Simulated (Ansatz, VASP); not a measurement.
**Cross-check of Fe between VASP and Ansatz**

Aim: how closely do two programs agree when they are given the same cell, functional and k mesh? The cell is taken from a series of VASP runs on this material, whose earlier steps may have relaxed, scaled or displaced it; both programs get it as it stands.

Calculated with Ansatz 0.2.0; plane waves, with VASP 6.6.1 beside it; relaxation of cell and atoms at r2SCAN.

### Step 1. Starting point

Symmetry: Im-3m, No. 229, cubic system. The conventional cell has a = 2.863 Å, b = 2.863 Å, c = 2.863 Å, α = 90.00°, β = 90.00°, γ = 90.00°. Fe has 8 Fe at 2.48 Å nearest.

Structure file:

```xyz
1
Lattice="-1.4314 1.4314 1.4314 1.4314 -1.4314 1.4314 1.4314 1.4314 -1.4314" Properties=species:S:1:pos:R:3 pbc="T T T"
Fe    0.0000    0.0000    0.0000
```

### Step 2. VASP: relaxation of cell and atoms, r2SCAN

The relaxed volume is the usual yardstick between codes: its relative difference is about their pressure difference at one cell divided by the bulk modulus.

Lines of VASP's logs that name or quote its potential files are left out, and so is its time.

Contents of INCAR:

```
SYSTEM = Fe
PREC = Accurate
ENCUT = 520
EDIFF = 1E-07
NELM = 100
ISMEAR = 1
SIGMA = 0.15
LREAL = .FALSE.
ALGO = Normal
METAGGA = R2SCAN
LASPH = .TRUE.
NBANDS = 12
ISPIN = 2
MAGMOM = 3
LMAXMIX = 4
LORBIT = 11
LWAVE = .FALSE.
LCHARG = .FALSE.
KPAR = 4
IBRION = 2
NSW = 50
ISIF = 3
EDIFFG = -0.005
```

Contents of POSCAR:

```
Fe
1.0
   -1.4314200000      1.4314200000      1.4314200000
    1.4314200000     -1.4314200000      1.4314200000
    1.4314200000      1.4314200000     -1.4314200000
Fe
1
Direct
    0.0000000000      0.0000000000      0.0000000000
```

Contents of KPOINTS:

```
Automatic mesh
0
Gamma
24 24 24
0 0 0
```

Potentials, in the order of the species: Fe (PBE family, release 64).

Launch:

```
> mpirun -np 4 vasp_std
```

Numbers of over 12 decimals in the logs are rounded to 6 here.

The program printed:

```text
[banner, memory and clock lines left out]
running    4 mpi-ranks, on    1 nodes
 distrk:  each k-point on    1 cores,    4 groups
 distr:  one band on    1 cores,    1 groups

 POSCAR found type information on POSCAR Fe
 POSCAR found :  1 types and       1 ions
|                                                                             |
|               ----> ADVICE to this user running VASP <----                  |
|                                                                             |
|     You enforced a specific xc type in the INCAR file but a different       |
|     [... a line on the potential file left out ...]
|     I HOPE YOU KNOW WHAT YOU ARE DOING!                                     |
|                                                                             |

 LDA part: xc-table for (None), standard interpolation
 POSCAR, INCAR and KPOINTS ok, starting setup
 FFT: planning ... GRIDC
 FFT: planning ... GRID_SOFT
 FFT: planning ... GRID
 WAVECAR not read
 entering main loop
       N       E                     dE             d eps       ncg     rms          rms(c)
DAV:   1     0.171262379757E+02    0.17126E+02   -0.40286E+03 21032   0.830E+02
DAV:   2    -0.145417910040E+02   -0.31668E+02   -0.28922E+02 20748   0.140E+02
DAV:   3    -0.154356328335E+02   -0.89384E+00   -0.88696E+00 22828   0.272E+01
DAV:   4    -0.154395683193E+02   -0.39355E-02   -0.39349E-02 22232   0.164E+00
DAV:   5    -0.154395970235E+02   -0.28704E-04   -0.28703E-04 22676   0.143E-01    0.114E+01
DAV:   6    -0.143611214295E+02    0.10785E+01   -0.13669E+01 23804   0.492E+01    0.671E+00
DAV:   7    -0.143481640855E+02    0.12957E-01   -0.11327E+00 23988   0.120E+01    0.451E+00
DAV:   8    -0.143633863967E+02   -0.15222E-01   -0.50943E-02 25048   0.153E+00    0.241E+00
DAV:   9    -0.143532801209E+02    0.10106E-01   -0.69080E-02 22616   0.203E+00    0.608E-01
DAV:  10    -0.143580226145E+02   -0.47425E-02   -0.26376E-02 21720   0.132E+00    0.175E-01
DAV:  11    -0.143583249981E+02   -0.30238E-03   -0.56320E-04 22288   0.248E-01    0.788E-02
DAV:  12    -0.143583394741E+02   -0.14476E-04   -0.23474E-05 23776   0.537E-02    0.414E-02
DAV:  13    -0.143583481803E+02   -0.87063E-05   -0.49403E-05 24904   0.530E-02    0.160E-02
DAV:  14    -0.143583453481E+02    0.28323E-05   -0.16244E-06 24740   0.142E-02    0.135E-03
DAV:  15    -0.143583451956E+02    0.15242E-06   -0.10242E-07 13472   0.313E-03    0.110E-03
DAV:  16    -0.143583452205E+02   -0.24881E-07   -0.36671E-08 10468   0.203E-03
   1 F= -.14358345E+02 E0= -.14358370E+02  d E =-.143583E+02  mag=     2.6538
 curvature:   0.00 expect dE= 0.000E+00 dE for cont linesearch  0.000E+00
 trial: gam= 0.00000 g(F)=  0.131E-62 g(S)=  0.241E-03 ort = 0.000E+00 (trialstep = 0.100E+01)
 search vector abs. value=  0.241E-03
 bond charge predicted
       N       E                     dE             d eps       ncg     rms          rms(c)
DAV:   1    -0.143607402800E+02   -0.23951E-02   -0.48152E-02 22812   0.330E+00    0.478E-01
DAV:   2    -0.143584410367E+02    0.22992E-02   -0.18510E-02 22976   0.168E+00    0.487E-01
DAV:   3    -0.143584090993E+02    0.31937E-04   -0.65409E-04 22936   0.321E-01    0.184E-01
DAV:   4    -0.143583767237E+02    0.32376E-04   -0.24637E-05 23188   0.717E-02    0.409E-02
DAV:   5    -0.143583576811E+02    0.19043E-04   -0.27073E-05 22232   0.433E-02    0.970E-03
DAV:   6    -0.143583586484E+02   -0.96737E-06   -0.10585E-06 21968   0.113E-02    0.479E-03
DAV:   7    -0.143583594234E+02   -0.77497E-06   -0.69441E-08 13568   0.356E-03    0.114E-03
DAV:   8    -0.143583595778E+02   -0.15443E-06   -0.24861E-08 11144   0.131E-03    0.335E-04
DAV:   9    -0.143583595688E+02    0.90461E-08   -0.43890E-09 10200   0.557E-04
   2 F= -.14358360E+02 E0= -.14358421E+02  d E =-.143483E-04  mag=     2.6620
 trial-energy change:   -0.000014  1 .order   -0.000026   -0.000241    0.000188
 step:   0.5196(harm=  0.5613)  dis= 0.00000  next Energy=   -14.358406 (dE=-0.608E-04)
 bond charge predicted
       N       E                     dE             d eps       ncg     rms          rms(c)
DAV:   1    -0.143589393540E+02   -0.57978E-03   -0.11060E-02 22816   0.157E+00    0.228E-01
DAV:   2    -0.143584285789E+02    0.51078E-03   -0.40693E-03 22944   0.788E-01    0.229E-01
DAV:   3    -0.143584170761E+02    0.11503E-04   -0.12850E-04 22848   0.140E-01    0.881E-02
DAV:   4    -0.143584115147E+02    0.55614E-05   -0.52538E-06 23320   0.326E-02    0.195E-02
DAV:   5    -0.143584060831E+02    0.54316E-05   -0.66415E-06 23400   0.196E-02    0.404E-03
DAV:   6    -0.143584061487E+02   -0.65582E-07   -0.21703E-07 21244   0.463E-03
   3 F= -.14358406E+02 E0= -.14358449E+02  d E =-.609281E-04  mag=     2.6582
 curvature:  -0.28 expect dE=-0.272E-06 dE for cont linesearch -0.272E-06
 trial: gam=-0.05972 g(F)=  0.150E-61 g(S)=  0.979E-06 ort = 0.153E-04 (trialstep = 0.904E+00)
 search vector abs. value=  0.408E-08
 reached required accuracy - stopping structural energy minimisation
```

OUTCAR, selected parts (step 2):

```text
ion  position               nearest neighbor table
   1  0.000  0.000  0.000-

  LATTYP: Found a body centered cubic cell.
 ALAT       =     2.8628400000

 Subroutine GETGRP returns: Found 48 space group operations
 (whereof 48 operations were pure point group operations)

The static configuration has the point symmetry O_h .

 Found    413 irreducible k-points:

   k-points           NKPTS =    413   k-points in BZ     NKDIM =    413   number of bands    NBANDS=     12

   dimension x,y,z NGX =    18 NGY =   18 NGZ =   18
   dimension x,y,z NGXF=    36 NGYF=   36 NGZF=   36

   ENCUT  =  520.0 eV  38.22 Ry    6.18 a.u.   4.61  4.61  4.61*2*pi/ulx,y,z

   NELECT =       8.0000    total number of electrons

 k-points in reciprocal lattice and weights: Automatic mesh
   0.00000000  0.00000000  0.00000000       0.000
   0.04166667  0.00000000  0.00000000       0.001
   0.08333333  0.00000000  0.00000000       0.001
   0.12500000  0.00000000  0.00000000       0.001
   0.16666667  0.00000000  0.00000000       0.001
   0.20833333  0.00000000  0.00000000       0.001
   0.25000000  0.00000000  0.00000000       0.001
   0.29166667  0.00000000  0.00000000       0.001
   0.33333333  0.00000000  0.00000000       0.001
[...]
0.50000000  0.50000000  0.45833333       0.001
   0.50000000  0.50000000  0.50000000       0.000

 average (electrostatic) potential at core
       1 -48.6065

 E-fermi :   5.4783

 spin component 1
 k-point     1 :       0.0000    0.0000    0.0000
  band No.  band energies     occupation
    ...
      2       2.4027      1.00000
      3       2.4029      1.00000
      4       2.4029      1.00000
      5       3.6120      1.00000
      6       3.6120      1.00000
      7      31.1249      0.00000
      8      31.1249      0.00000
      9      31.1249      0.00000
     10      35.9650      0.00000
     11      35.9650      0.00000
    ...

 k-point     2 :       0.0417    0.0000    0.0000
  band No.  band energies     occupation
    ...
      2       2.3849      1.00000
      3       2.4028      1.00000
      4       2.4398      1.00000
      5       3.5937      1.00000
      6       3.6134      1.00000
      7      30.5449      0.00000
      8      31.0068      0.00000
      9      31.0370      0.00000
     10      35.5668      0.00000
     11      36.1821      0.00000
    ...

 k-point     3 :       0.0833    0.0000    0.0000
  band No.  band energies     occupation
    ...
      2       2.3326      1.00000
      3       2.4004      1.00000
      4       2.5491      1.00000
      5       3.5454      1.00000
      6       3.6175      1.00000
      7      29.1384      0.00000
      8      30.6073      0.00000
      9      30.8067      0.00000
     10      34.9047      0.00000
     11      35.0951      0.00000
    ...

 k-point     4 :       0.1250    0.0000    0.0000
  band No.  band energies     occupation
    ...
      2       2.2500      1.00000
      3       2.3898      1.00000
      4       2.7259      1.00000
      5       3.4853      1.00000
      6       3.6250      1.00000
      7      27.3322      0.00000
      8      29.9048      0.00000
      9      30.5017      0.00000
     10      33.4601      0.00000
     11      34.4818      0.00000
    ...

 k-point     5 :       0.1667    0.0000    0.0000
  band No.  band energies     occupation
    ...
      2       2.1436      1.00000
      3       2.3693      1.00000
      4       2.9623      1.00000
      5       3.4381      1.00000
      6       3.6362      1.00000
      7      25.3481      0.00000
      8      29.0094      0.00000
      9      30.1797      0.00000
     10      32.0773      0.00000
     11      33.8448      0.00000
    ...

 k-point     6 :       0.2083    0.0000    0.0000
  band No.  band energies     occupation
    ...
      2       2.0216      1.00000
      3       2.3578      1.00000
      4       3.2464      1.00000
      5       3.4228      1.00000
      6       3.6514      1.00000
      7      23.2990      0.00000
      8      28.0594      0.00000
      9      29.8754      0.00000
     10      30.7732      0.00000
     11      33.3853      0.00000
    ...

  Total        0.0026006      0.0026006      0.0026006      0.0000000      0.0000000     -0.0000000
  in kB        0.3540782      0.3540782      0.3540782      0.0000000      0.0000000     -0.0000000
  external PRESSURE =       0.3540782 kB  Pullay stress =       0.0000000 kB

  energy-cutoff  :      520.00
  volume of cell :       11.77
      direct lattice vectors                 reciprocal lattice vectors
    -1.432883038  1.432883038  1.432883038     0.000000000  0.348946834  0.348946834
     1.432883038 -1.432883038  1.432883038     0.348946834  0.000000000  0.348946834
     1.432883038  1.432883038 -1.432883038     0.348946834  0.348946834  0.000000000

 POSITION                                       TOTAL-FORCE (eV/Angst)
 -----------------------------------------------------------------------------------
      0.00000      0.00000      0.00000        -0.000000      0.000000      0.000000
 -----------------------------------------------------------------------------------
    total drift:                                0.000000      0.000000      0.000000

  FREE ENERGIE OF THE ION-ELECTRON SYSTEM (eV)
  ---------------------------------------------------
  free  energy   TOTEN  =       -14.3584061487 eV

  energy  without entropy=      -14.3585361589  energy(sigma->0) =      -14.35844949

 reached required accuracy - stopping structural energy minimisation

 total charge
# of ion       s       p       d       tot
------------------------------------------
    1        0.479   0.551   6.169   7.199

 magnetization (x)
# of ion       s       p       d       tot
------------------------------------------
    1       -0.012  -0.117   2.856   2.727

[... 6 further parts left out ...]
```

CONTCAR:

```
Fe
   1.00000000000000
    -1.4328830377198278    1.4328830377198278    1.4328830377198278
     1.4328830377198278   -1.4328830377198278    1.4328830377198278
     1.4328830377198278    1.4328830377198278   -1.4328830377198278
  Fe
     1
Direct
     0.0000000000000000    0.0000000000000000    0.0000000000000000
```

The cell holds one magnetic atom, so no antiferromagnetic order fits into it. SCAN-type functionals tend to overstate the moments of itinerant magnets.

(Part 1 of 2 ends here.)

[Lines on the potential files, build, host, timing and source positions are cut from VASP's logs without a mark.]

[Logs are printed without paths, hosts, clocks, repeated set-up lines and the standing remarks that a program may print on its own settings, such as how far it seeks lower states.]

[Hosts, paths, dates, database ids (printed as entryN), source tags and the programs' standing remarks are cut or masked in the printed files.]
